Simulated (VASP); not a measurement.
Consider the following.

```
CELL_PARAMETERS angstrom
      0.00000     2.54386     2.54386
      2.54386     0.00000     2.54386
      2.54386     2.54386     0.00000
ATOMIC_POSITIONS crystal
  Be 0.00000 0.00000 0.00000
  Se 0.25000 0.25000 0.25000
```

Calculation: LDA (Ceperley-Alder, Perdew-Zunger), VASP's LDA PAW potentials (set 64) (plane waves; VASP). Settings: 520 eV cut-off, Gaussian smearing of 0.050 eV, potentials Be Se.

**Question.** Give the energies of bands 2 to 7 at the high-symmetry points, in eV from the valence-band maximum.

**Answer.** 
```tsv
band	Γ	X	U	L	W
2	0.00	-5.24	-4.79	-5.94	-4.51
3	0.00	-2.79	-4.25	-1.13	-4.02
4	0.00	-2.79	-2.33	-1.13	-3.49
5	4.44	2.40	3.60	4.38	6.05
6	4.93	4.13	6.80	5.90	7.11
7	4.93	11.84	9.77	5.90	7.25
```

The gap is indirect, 2.40 eV, from the valence maximum at Γ to the conduction minimum at X.

Measured: gap 4.00 eV (computed value off by -1.60 eV), as given by Das et al., (2018), arXiv:1807.05623.

The compound is BeSe in the zinc blende structure. It was relaxed first.
